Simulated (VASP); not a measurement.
Crystal: Sn2Ge.

```xyz
3
Lattice="4.4180 0.0000 0.0000 -2.2090 3.8261 0.0000 0.0000 0.0000 5.0119" Properties=species:S:1:pos:R:3 pbc="T T T"
Sn    0.0000    2.5508    0.0000
Sn    2.2090    1.2754    0.0000
Ge    0.0000    0.0000    2.5059
```

The cell was built by a generator and needn't be a form met in nature.

| Quantity | Value |
| --- | --- |
| Program | VASP 6.6.1 |
| Task | relaxation of cell and atoms |
| Functional | PBE |
| Potentials or basis | VASP PAW PBE potentials, release 64 (Sn_d, Ge_d) |
| Cutoff | 520 eV |
| k mesh | 5 × 5 × 4 |
| Occupations | gaussian, width 0.15 eV |
| Spin | no spin polarisation |

At the start: pressure 9.5 GPa; volume 28.24 Å³/atom.

Question: Where does the relaxation end?

Answer: Over 12 steps the energy falls by 654.4 meV/atom and the volume is 25.56 Å³/atom (-9.5 %); space group P6/mmm (No. 191, to 0.05 Å).

Step by step:
```
step  energy change (eV)  largest force (eV/Å)  pressure (GPa)  volume (Å³)
   1              0.0000                0.0000            9.51        84.72
   2             -0.8465                0.0000           -3.98       105.99
   3             -0.8525                0.0000           -1.90       101.71
   4             -0.8578                0.0000           -3.05       103.34
   5             -1.1486                0.0000           -2.97        97.32
   6             -2.0029                0.0000           -0.98        77.81
   7            157.3714                0.0000          871.37        32.01
   8             71.0259                0.0000           10.40        77.26
   9              2.8198                0.0000            2.51        76.95
  10             -1.1783                0.0000           -0.10        76.50
  11             -1.9612                0.0000            1.01        76.59
  12             -1.9632                0.0000           -0.16        76.67
```

Final structure:
```
CELL_PARAMETERS angstrom
5.19172 0.00000 0.00000
-2.59586 4.49616 0.00000
0.00000 0.00000 3.28472
ATOMIC_POSITIONS crystal
Sn 0.33333 0.66667 0.00000
Sn 0.66667 0.33333 0.00000
Ge 0.00000 0.00000 0.50000
```
